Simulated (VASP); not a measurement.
These are PBEsol GGA, VASP's PBE PAW potentials (set 64) (plane waves; VASP) values and carry that method's errors.

The input files of a VASP run:

### INCAR
```
SYSTEM=V
PREC=Accurate; ENCUT=500; LREAL=.False.
LASPH=.True.
EDIFF=1E-6; NELM=100; ALGO=Normal
LMAXMIX=4
ISMEAR=1; SIGMA=0.1
GGA=PS
IBRION=2; NSW=40; ISIF=3
EDIFFG=-0.02; PSTRESS=50
LWAVE=.False.; LCHARG=.False.
```

### KPOINTS
```
kpoints
0
Gamma
17 17 17
```

POSCAR:
```
V
1
   -1.4797116633     1.4797116633     1.4797116633
    1.4797116633    -1.4797116633     1.4797116633
    1.4797116633     1.4797116633    -1.4797116633
V
1
Direct
  0.0000000000   0.0000000000   0.0000000000
```

POTCAR, in this order: V_sv (PBE.64 set). Program: vasp_std.

What will the output report for the number of irreducible k-points (NKPTS), largest plane-wave count, number of space-group operations, FFT grid (NGX, NGY, NGZ)?

```
Item                                           Value
--------------------------------------  ------------
number of irreducible k-points (NKPTS)           165
largest plane-wave count                         341
number of space-group operations                  48
FFT grid (NGX, NGY, NGZ)                20 × 20 × 20
```

The compound is V in the bcc structure. This run relaxes it under an external pressure of 5 GPa. Symmetry was kept, so distortions that lower it aren't found. The run is not spin-polarised, so no magnetic state was tried.
